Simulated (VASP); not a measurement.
These are LDA (Ceperley-Alder, Perdew-Zunger), VASP's LDA PAW potentials (set 64) (plane waves; VASP) values and carry that method's errors.

A VASP calculation is set up with these files.

### POSCAR
```
Tl
1
    1.6919515527    -2.9305461493    -0.0000000000
    1.6919515527     2.9305461493    -0.0000000000
    0.0000000000     0.0000000000     5.4933510887
Tl
2
Direct
  0.3333330000   0.6666670000   0.2500000000
  0.6666670000   0.3333330000   0.7500000000
```

**KPOINTS**
```
Regular mesh
0
Gamma
14 14 8
```

INCAR:
```
# general
SYSTEM   =  Tl
PREC     =  Accurate
ENCUT    =  400   # plane-wave cut-off (eV)
LREAL    =  F   # projection in real space or not
LASPH    =  T   # aspherical one-centre terms

# electronic loop
EDIFF    =  1E-7   # SCF stop (eV)
NELM     =  100
ALGO     =  Normal   # blocked Davidson
LMAXMIX  =  4   # l cut-off of mixed one-centre charges

# smearing
ISMEAR   =  -5

# ions
ISIF     =  2

# output
LWAVE    =  F
LCHARG   =  T
LORBIT   =  11   # lm-projected
NEDOS    =  601
```

POTCAR, in this order: Tl_d (LDA.64 set). Program: vasp_std.

The resulting files:

**OSZICAR**
```
       N       E                     dE             d eps       ncg     rms          rms(c)
DAV:   1     0.108856763372E+03    0.10886E+03   -0.12779E+04  4176   0.118E+03
DAV:   2    -0.416980814892E+01   -0.11303E+03   -0.11178E+03  4342   0.264E+02
DAV:   3    -0.593047296894E+01   -0.17607E+01   -0.17509E+01  4837   0.299E+01
DAV:   4    -0.593968826245E+01   -0.92153E-02   -0.91490E-02  4573   0.233E+00
DAV:   5    -0.593978956217E+01   -0.10130E-03   -0.10124E-03  4727   0.244E-01    0.366E+00
DAV:   6    -0.587913901205E+01    0.60651E-01   -0.11339E-01  4295   0.291E+00    0.251E+00
DAV:   7    -0.586754758724E+01    0.11591E-01   -0.49254E-02  4307   0.188E+00    0.766E-01
DAV:   8    -0.586639852466E+01    0.11491E-02   -0.44219E-03  4285   0.574E-01    0.396E-02
DAV:   9    -0.586640065615E+01   -0.21315E-05   -0.18620E-05  4929   0.408E-02    0.757E-03
DAV:  10    -0.586639946016E+01    0.11960E-05   -0.15716E-06  4362   0.108E-02    0.250E-03
DAV:  11    -0.586639970027E+01   -0.24012E-06   -0.40337E-07  4170   0.549E-03    0.545E-04
DAV:  12    -0.586639976162E+01   -0.61347E-07   -0.78900E-09  2214   0.853E-04
   1 F= -.58663998E+01 E0= -.58663998E+01  d E =0.000000E+00
```

### OUTCAR
```
------------------------ aborting loop because EDIFF is reached ----------------------------------------
  FORCE on cell =-STRESS in cart. coord.  units (eV):
  Direction    XX          YY          ZZ          XY          YZ          ZX
  --------------------------------------------------------------------------------------
  Total        0.1235099      0.1235099     -0.1268527      0.0000000     -0.0000000      0.0000000
  in kB        3.6325246      3.6325248     -3.7308379      0.0000000     -0.0000000      0.0000000
  external PRESSURE =       1.1780705 kB  Pullay stress =       0.0000000 kB
  volume of cell :       54.48
      direct lattice vectors                 reciprocal lattice vectors
     1.691951553 -2.930546149  0.000000000     0.295516736 -0.170616661  0.000000000
     1.691951553  2.930546149  0.000000000     0.295516736  0.170616661  0.000000000
     0.000000000  0.000000000  5.493351089     0.000000000  0.000000000  0.182038247
 POSITION                                       TOTAL-FORCE (eV/Angst)
 -----------------------------------------------------------------------------------
      1.69195      0.97685      1.37334        -0.000000     -0.000000      0.000000
      1.69195     -0.97685      4.12001         0.000000      0.000000      0.000000
 -----------------------------------------------------------------------------------
    total drift:                               -0.000009      0.000446      0.000010
  FREE ENERGIE OF THE ION-ELECTRON SYSTEM (eV)
  ---------------------------------------------------
  free  energy   TOTEN  =        -5.8663997616 eV

  energy  without entropy=       -5.8663997616  energy(sigma->0) =       -5.86639976

 total charge

# of ion       s       p       d       tot
------------------------------------------
    1        1.185   0.417   9.634  11.235
    2        1.185   0.417   9.634  11.235
--------------------------------------------------
tot          2.369   0.833  19.268  22.470
```
(Selected blocks of OUTCAR.)

For a metal the tetrahedron method with Blöchl corrections gives inexact stress and forces.

The compound is Tl in the hcp structure. It was relaxed first.
